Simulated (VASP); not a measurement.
These are PBEsol GGA, VASP's PBE PAW potentials (set 64) (plane waves; VASP) values and carry that method's errors.

VASP ran on this input.

POSCAR:
```
YB
1
    3.4943974070     0.0000000000     0.0000000000
   -1.7471987035     3.0262366895    -0.0000000000
   -0.0000000000    -0.0000000000     7.0784877458
Y B
2 2
Direct
  0.0000000000   0.0000000000   0.0000000000
  0.0000000000   0.0000000000   0.5000000000
  0.3333330000   0.6666670000   0.2500000000
  0.6666670000   0.3333330000   0.7500000000
```

File KPOINTS:
```
Automatic mesh
0
Gamma
9 9 4
0 0 0
```

**INCAR**
```
ALGO  =  Normal
EDIFF  =  1E-6
EDIFFG  =  -0.02
ENCUT  =  520
GGA  =  PS
IBRION  =  2
ISIF  =  3
ISMEAR  =  1
LASPH  =  .TRUE.
LCHARG  =  .FALSE.
LMAXMIX  =  4
LREAL  =  .FALSE.
LWAVE  =  .FALSE.
NELM  =  100
NSW  =  60
PREC  =  Accurate
SIGMA  =  0.1
SYSTEM  =  YB
```

POTCAR, in this order: Y_sv B (PBE.64 set). Program: vasp_std.

Output

### OUTCAR
```
 ion  position               nearest neighbor table
   1  0.000  0.000  0.000-   3 2.68   4 2.68   3 2.68   4 2.68   4 2.68   3 2.68   2 3.54   2 3.54
  LATTYP: Found a hexagonal cell.
 ALAT       =     3.4943974070
 C/A-ratio  =     2.0256676392
 Subroutine PRICEL returns:
 Original cell was already a primitive cell.
 Subroutine GETGRP returns: Found 24 space group operations
The static configuration has the point symmetry D_3d.
 The point group associated with its full space group is D_6h.
The dynamic configuration has the point symmetry D_3d.
 Subroutine INISYM returns: Found 24 space group operations
 Subroutine IBZKPT returns following result:
 Found     36 irreducible k-points:

 Following reciprocal coordinates:
            Coordinates               Weight
  0.000000  0.000000  0.000000      1.000000
  0.111111 -0.000000  0.000000      6.000000
  0.222222  0.000000  0.000000      6.000000
  0.333333  0.000000  0.000000      6.000000
  0.444444  0.000000  0.000000      6.000000
  0.111111  0.111111  0.000000      6.000000
  0.222222  0.111111  0.000000     12.000000
  0.333333  0.111111  0.000000     12.000000
  0.444444  0.111111  0.000000      6.000000
  0.222222  0.222222  0.000000      6.000000
  0.333333  0.222222  0.000000     12.000000
  0.333333  0.333333  0.000000      2.000000
  0.000000  0.000000  0.250000      2.000000
  0.111111 -0.000000  0.250000     12.000000
  0.222222  0.000000  0.250000     12.000000
  0.333333  0.000000  0.250000     12.000000
  0.444444  0.000000  0.250000     12.000000
  0.111111  0.111111  0.250000     12.000000
  0.222222  0.111111  0.250000     24.000000
  0.333333  0.111111  0.250000     24.000000
  0.444444  0.111111  0.250000     12.000000
  0.222222  0.222222  0.250000     12.000000
  0.333333  0.222222  0.250000     24.000000
  0.333333  0.333333  0.250000      4.000000
  0.000000  0.000000  0.500000      1.000000
  0.111111 -0.000000  0.500000      6.000000
  0.222222  0.000000  0.500000      6.000000
  0.333333  0.000000  0.500000      6.000000
  0.444444  0.000000  0.500000      6.000000
  0.111111  0.111111  0.500000      6.000000
  0.222222  0.111111  0.500000     12.000000
  0.333333  0.111111  0.500000     12.000000
  0.444444  0.111111  0.500000      6.000000
  0.222222  0.222222  0.500000      6.000000
  0.333333  0.222222  0.500000     12.000000
  0.333333  0.333333  0.500000      2.000000
   k-points           NKPTS =     36   k-points in BZ     NKDIM =     36   number of bands    NBANDS=     18
   number of dos      NEDOS =    301   number of ions     NIONS =      4
   total plane-waves  NPLWV =  42336
   dimension x,y,z NGX =    28 NGY =   28 NGZ =   54
   dimension x,y,z NGXF=    56 NGYF=   56 NGZF=  108
   ions per type =               2   2
   PREC   = accura    normal or accurate (medium, high low for compatibility)
   ISTART =      0    job   : 0-new  1-cont  2-samecut
   ICHARG =      2    charge: 1-file 2-atom 10-const
   ISPIN  =      1    spin polarized calculation?
   LNONCOLLINEAR =      F non collinear calculations
   LSORBIT =      F    spin-orbit coupling
   INIWAV =      1    electr: 0-lowe 1-rand  2-diag
   ENCUT  =  520.0 eV  38.22 Ry    6.18 a.u.   6.50  6.50 13.16*2*pi/ulx,y,z
   NELM   =    100;   NELMIN=  2; NELMDL= -5     # of ELM steps
   EDIFF  = 0.1E-05   stopping-criterion for ELM
   LREAL  =      F    real-space projection
   NLSPLINE    = F    spline interpolate recip. space projectors
   LMAXMIX     =    4 max onsite mixed and CHGCAR
   VOSKOWN=      0    Vosko Wilk Nusair interpolation
   EDIFFG = -.2E-01   stopping-criterion for IOM
   NSW    =     60    number of steps for IOM
...
```

OSZICAR:
```
       N       E                     dE             d eps       ncg     rms          rms(c)
DAV:   1     0.110103633670E+03    0.11010E+03   -0.14444E+04  1296   0.150E+03
DAV:   2    -0.200191470246E+02   -0.13012E+03   -0.12804E+03  1664   0.302E+02
DAV:   3    -0.276759162392E+02   -0.76568E+01   -0.74258E+01  2228   0.485E+01
DAV:   4    -0.279536711426E+02   -0.27775E+00   -0.27608E+00  1596   0.864E+00
DAV:   5    -0.279624866932E+02   -0.88156E-02   -0.88125E-02  1752   0.135E+00    0.440E+01
DAV:   6    -0.258259671315E+02    0.21365E+01   -0.71689E+00  1380   0.115E+01    0.332E+01
DAV:   7    -0.259094723437E+02   -0.83505E-01   -0.32500E+00  2090   0.789E+00    0.371E+00
DAV:   8    -0.257929272577E+02    0.11655E+00   -0.11068E+00  1400   0.460E+00    0.119E+00
DAV:   9    -0.257924563880E+02    0.47087E-03   -0.70824E-02  1484   0.153E+00    0.609E-01
DAV:  10    -0.257915267590E+02    0.92963E-03   -0.72912E-03  1984   0.430E-01    0.175E-01
DAV:  11    -0.257915555700E+02   -0.28811E-04   -0.37266E-04  1702   0.113E-01    0.700E-02
DAV:  12    -0.257915472438E+02    0.83263E-05   -0.49109E-05  1532   0.448E-02    0.569E-03
DAV:  13    -0.257915476379E+02   -0.39412E-06   -0.23029E-06  1022   0.105E-02
   1 F= -.25791548E+02 E0= -.25791138E+02  d E =-.257915E+02
       N       E                     dE             d eps       ncg     rms          rms(c)
DAV:   1    -0.257935240826E+02   -0.19768E-02   -0.58982E-02  1474   0.180E+00    0.311E-01
DAV:   2    -0.257922911617E+02    0.12329E-02   -0.46284E-03  1558   0.451E-01    0.150E-01
DAV:   3    -0.257918696112E+02    0.42155E-03   -0.21269E-03  2020   0.258E-01    0.119E-01
DAV:   4    -0.257918951654E+02   -0.25554E-04   -0.17150E-04  1704   0.669E-02    0.841E-02
DAV:   5    -0.257919325203E+02   -0.37355E-04   -0.93197E-05  2224   0.412E-02    0.176E-02
DAV:   6    -0.257919377951E+02   -0.52747E-05   -0.47255E-06  1440   0.157E-02    0.712E-03
DAV:   7    -0.257919410510E+02   -0.32559E-05   -0.63453E-06  1618   0.113E-02    0.703E-03
DAV:   8    -0.257919408962E+02    0.15478E-06   -0.45059E-07   716   0.453E-03
   2 F= -.25791941E+02 E0= -.25791347E+02  d E =-.393258E-03
```

File OUTCAR:
```
------------------------ aborting loop because EDIFF is reached ----------------------------------------
  FORCE on cell =-STRESS in cart. coord.  units (eV):
  Direction    XX          YY          ZZ          XY          YZ          ZX
  --------------------------------------------------------------------------------------
  Total        0.0680333      0.0680333     -0.0522343     -0.0000000     -0.0000000      0.0000000
  in kB        1.4600243      1.4600241     -1.1209703     -0.0000000     -0.0000000      0.0000000
  external PRESSURE =       0.5996927 kB  Pullay stress =       0.0000000 kB
  volume of cell :       74.66
      direct lattice vectors                 reciprocal lattice vectors
     3.494601248  0.000000000  0.000000000     0.286155681  0.165212072  0.000000000
    -1.747300624  3.026413221  0.000000000     0.000000000  0.330424145  0.000000000
    -0.000000000  0.000000000  7.059050327     0.000000000 -0.000000000  0.141662115
 POSITION                                       TOTAL-FORCE (eV/Angst)
 -----------------------------------------------------------------------------------
      0.00000      0.00000      0.00000        -0.000000      0.000000      0.000000
     -0.00000      0.00000      3.52953        -0.000000      0.000000      0.000000
     -0.00000      2.01761      1.76476         0.000000     -0.000000     -0.000000
      1.74730      1.00880      5.29429        -0.000000      0.000000      0.000000
 -----------------------------------------------------------------------------------
    total drift:                               -0.000000      0.000000      0.000000
  FREE ENERGIE OF THE ION-ELECTRON SYSTEM (eV)
  ---------------------------------------------------
  free  energy   TOTEN  =       -25.7919408962 eV

  energy  without entropy=      -25.7901586390  energy(sigma->0) =      -25.79134681

 reached required accuracy - stopping structural energy minimisation
```
(Selected blocks of OUTCAR.)

### CONTCAR
```
YB
   1.00000000000000
     3.4946012482346394    0.0000000000000000    0.0000000000000000
    -1.7473006241173197    3.0264132211462571    0.0000000000000000
    -0.0000000000000000    0.0000000000000000    7.0590503274584862
  Y               B
     2     2
Direct
     0.0000000000000000    0.0000000000000000    0.0000000000000000
     0.0000000000000000    0.0000000000000000    0.5000000000000000
     0.3333330000000032    0.6666669999999968    0.2500000000000000
     0.6666669999999968    0.3333330000000032    0.7500000000000000
```

**OUTCAR**
```
 val. band max:        3.2490362049   @ k =   0.2222   0.0000   0.2500

 cond. band min:       3.2643958615   @ k =   0.1111  -0.0000   0.0000


 Fermi energy:         3.2520498472

 k-point     1 :       0.0000    0.0000    0.0000
  band No.  band energies     occupation
      1     -38.3495      2.00000
      2     -38.3188      2.00000
      3     -18.7315      2.00000
      4     -18.2814      2.00000
      5     -18.1181      2.00000
      6     -18.1181      2.00000
      7     -18.0800      2.00000
      8     -18.0800      2.00000
      9      -4.4847      2.00000
     10      -2.1694      2.00000
     11      -0.2011      2.00000
     12       3.2462      1.09863
     13       3.5437     -0.00030
     14       3.5437     -0.00030
     15       4.8124     -0.00000
     16       6.0741      0.00000
     17       6.0741      0.00000
     18       6.2440      0.00000

 k-point     2 :       0.1111   -0.0000    0.0000
  band No.  band energies     occupation
      1     -38.3420      2.00000
      2     -38.3115      2.00000
      3     -18.7146      2.00000
      4     -18.2707      2.00000
      5     -18.1957      2.00000
      6     -18.1523      2.00000
      7     -18.1351      2.00000
      8     -18.0959      2.00000
      9      -4.2618      2.00000
     10      -2.1945      2.00000
     11       0.0928      2.00000
     12       3.2644      0.79279
     13       3.3847     -0.06817
     14       3.6073     -0.00001
     15       4.1183     -0.00000
     16       5.0572     -0.00000
     17       5.4522      0.00000
     18       6.3119      0.00000

 k-point     3 :       0.2222    0.0000    0.0000
  band No.  band energies     occupation
      1     -38.3229      2.00000
      2     -38.2930      2.00000
      3     -18.6715      2.00000
      4     -18.3862      2.00000
      5     -18.3310      2.00000
      6     -18.2433      2.00000
      7     -18.1777      2.00000
      8     -18.1357      2.00000
      9      -3.6509      2.00000
...
```

The structure was generated: YB was put into the NiAs type type (P6_3/mmc), which need not be its known phase. This run relaxes it. Symmetry was kept, so distortions that lower it aren't found. The start is the result of an earlier pass.
